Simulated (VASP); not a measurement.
Set up this calculation in VASP 6.6.1, as the native input.

```
Task                   : single point
Functional             : r2SCAN
Dispersion             : D3(BJ)
Potentials or basis    : VASP PAW PBE potentials, release 64 (O, H, Ca_sv, Cl)
Cutoff                 : 520 eV
k mesh                 : 1 × 1 × 1
Occupations            : fermi-dirac, width 0.02 eV
Spin                   : no spin polarisation
Dipole correction      : no
Further INCAR settings : LREAL = Auto; ALGO = Normal; EDIFF = 1e-07; NBANDS = 52
```

Crystal: CaH12Cl2O6.

```
O H Ca Cl
1.0
     6.46809    0.00000    0.00000
     0.00000    6.46809    0.00000
     0.00000    0.00000    6.46809
O H Ca Cl
6 12 1 2
Direct
  0.82708 0.33172 0.95455
  0.02022 0.10533 0.30109
  0.39458 0.31720 0.20443
  0.83762 0.84183 0.88802
  0.44887 0.54716 0.64155
  0.54838 0.02548 0.60243
  0.96178 0.32665 0.00334
  0.81782 0.48642 0.00970
  0.06973 0.97867 0.34701
  0.00801 0.19640 0.42348
  0.27266 0.24687 0.18587
  0.39836 0.45109 0.11932
  0.97012 0.77952 0.94221
  0.86259 0.85048 0.73236
  0.37832 0.54565 0.50426
  0.58552 0.52533 0.58979
  0.49648 0.15411 0.65455
  0.48071 0.93360 0.68648
  0.65234 0.01903 0.18018
  0.82115 0.60952 0.32062
  0.32991 0.82977 0.03265
```

The cell was built by a generator and needn't be a form met in nature.

One way to write it, as run:

POSCAR

```
CaH12Cl2O6
1.0
    6.4680880000      0.0000000000      0.0000000000
    0.0000000000      6.4680880000      0.0000000000
    0.0000000000      0.0000000000      6.4680880000
O H Ca Cl
6 12 1 2
Direct
    0.8270759458      0.3317209042      0.9545479282
    0.0202223594      1.1053343739      0.3010936153
    0.3945833761      0.3172034765      0.2044344480
    0.8376200200      0.8418252813      0.8880213133
    0.4488652597      0.5471632421      0.6415497130
    0.5483846231      0.0254789360      0.6024345989
    0.9617834513      0.3266498539      1.0033413275
    0.8178150947      0.4864188613      1.0096956009
    0.0697269425      0.9786663385      0.3470113579
    0.0080085490      1.1963968332      0.4234790869
    0.2726617201      0.2468735738      0.1858663642
    0.3983557428      0.4510915745      0.1193242887
    0.9701166713      0.7795193881      0.9422104337
    0.8625887588      0.8504831722      0.7323648039
    0.3783189097      0.5456481112      0.5042603007
    0.5855207907      0.5253329887      0.5897878940
    0.4964836595      0.1541104574      0.6545520098
    0.4807139297     -0.0664029308      0.6864779824
    0.6523411555      1.0190337546      0.1801768931
    0.8211545669      0.6095155168      0.3206202513
    0.3299120235      0.8297660762      0.0326526170
```

INCAR.step1

```
PREC = Accurate
ENCUT = 520
ISMEAR = -1
SIGMA = 0.02
LREAL = Auto
LASPH = T
NELM = 100
NBANDS = 52
GGA = PE
ALGO = Normal
EDIFF = 1E-4
LWAVE = T
LCHARG = F
```

INCAR.step2

```
PREC = Accurate
ENCUT = 520
EDIFF = 1E-7
ISMEAR = -1
SIGMA = 0.02
LREAL = Auto
LASPH = T
NELM = 100
ALGO = Normal
ISIF = 2
LWAVE = F
LCHARG = F
METAGGA = R2SCAN
LMIXTAU = T
IVDW = 12
VDW_S6 = 1.0
VDW_S8 = 0.78981345
VDW_A1 = 0.49484001
VDW_A2 = 5.73083694
NBANDS = 52
ISTART = 1
```

KPOINTS

```
regular mesh
0
Gamma
  1 1 1
```

Potentials or basis: VASP PAW PBE potentials, release 64 (O, H, Ca_sv, Cl).

The run is started by

```console
$ cat potpaw_PBE.64/O/POTCAR potpaw_PBE.64/H/POTCAR potpaw_PBE.64/Ca_sv/POTCAR potpaw_PBE.64/Cl/POTCAR > POTCAR
$ cp INCAR.step1 INCAR
$ mpirun -np 1 vasp_gam > vasp.out
$ cp INCAR.step2 INCAR
$ mpirun -np 1 vasp_gam > vasp.out
```

It gave:

- Pressure: -1.5 GPa
- Largest force: 4.410 eV/Å
- Band gap on the k mesh: 4.47 eV, direct
- Dispersion energy per atom: -0.027 eV

Caveat: the PAW data sets were made with another functional, which shifts forces and pressure a little.

It took 2.1 min on 1 thread of Intel(R) Xeon(R) Platinum 8259CL CPU @ 2.50GHz (Skylake/Cascade Lake) (shared host), peak memory 0.35 GiB.
